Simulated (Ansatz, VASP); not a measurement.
## Li3SCl: VASP beside Ansatz

Contents of INCAR:

```
SYSTEM = Li3SCl
  PREC = Accurate
  ENCUT = 520
  EDIFF = 1E-6
  ISMEAR = 0
  SIGMA = 0.01
  LREAL = .False.
  LASPH = .True.
  NELM = 60
  ALGO = Normal
  ISIF = 2
  LWAVE = .False.
  LCHARG = .False.
  GGA = PE
  NBANDS = 19
```

The input KPOINTS:

```
Automatic mesh
0
Gamma
  4 4 4
  0 0 0
```

Contents of POSCAR:

```
Li3SCl
1.0
    4.5789803827      0.0000000000      0.0000000000
    0.0000000000      4.5789803827      0.0000000000
    0.0000000000      0.0000000000      4.5789803827
Cl S Li
1 1 3
Direct
    0.0000000000      0.0000000000      0.0000000000
    0.5000000000      0.5000000000      0.5000000000
    0.5000000000      0.5000000000      0.0000000000
    0.5000000000      0.0000000000      0.5000000000
    0.0000000000      0.5000000000      0.5000000000
```

Input for Ansatz:

```yaml
crystal:
  lattice:
    - [4.5789803827, 0.0, 0.0]
    - [0.0, 4.5789803827, 0.0]
    - [0.0, 0.0, 4.5789803827]
  atoms:
    - { symbol: Cl, position: [0.0, 0.0, 0.0] }
    - { symbol: S, position: [0.5, 0.5, 0.5] }
    - { symbol: Li, position: [0.5, 0.5, 0.0] }
    - { symbol: Li, position: [0.5, 0.0, 0.5] }
    - { symbol: Li, position: [0.0, 0.5, 0.5] }
kpoints:
  mp_grid: { grid: [4, 4, 4] }
hamiltonian:
  xc: pbe
scf:
  occupations: { method: fixed }
  n_extra_bands: 5
output:
  forces: true
  stress: true
  eigenvalues: true
```

The cell was built by a generator and needn't be a form met in nature.

Alike in both runs: task single point; functional PBE; k mesh 4 × 4 × 4; no spin polarisation.

|  | VASP | Ansatz |
| --- | --- | --- |
| version | VASP 6.6.1 | Ansatz 0.2.0 |
| potentials or method | VASP PAW PBE potentials, release 64 (Cl, S, Li_sv) | plane waves, PAW |
| plane-wave cutoff (eV) | 520 | 420 |
| occupations | gaussian, width 0.01 eV | fixed |
| valence electrons in the cell | 22 | 22 |

|  | VASP | Ansatz | Ansatz less VASP |
| --- | --- | --- | --- |
| gap on the k mesh at the Fermi level (eV) | 4.12 | 4.11 | -0.006 |

 PBE gaps usually lie below the measured ones, often by a third to a half. A k mesh can miss the band edges.
